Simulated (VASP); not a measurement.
Input:

```xyz
2
Lattice="0.0000 2.4075 2.4799 2.5015 0.0000 2.4799 2.5015 2.4075 0.0000" Properties=species:S:1:pos:R:3 pbc="T T T"
Y      0.0000     0.0000     0.0000
N      2.5279     2.4075     2.4799
```

The numbers are results of PBE GGA, VASP's PBE PAW potentials (set 64) (plane waves; VASP 6.6.1), not measurements. Numerical set-up: 800 eV cut-off, 8×8×8 Γ-centred mesh, Gaussian smearing of 0.050 eV, potentials Y_sv N_h.

Question: Give the stress tensor in GPa (positive for a compressed cell).

Answer: 
```
-5.75   0.00   0.00
 0.00   2.69   0.00
 0.00   0.00  -4.24
```
The pressure is its mean diagonal, -2.43 GPa.

The compound is YN in the rock salt structure. The cell was not relaxed at this level, atoms are displaced from their ideal sites. The run is one of a series of settings (ENCUT = 800, POTCAR Y_sv N_h (PBE.64 set) against the base run), some of them coarse on purpose.
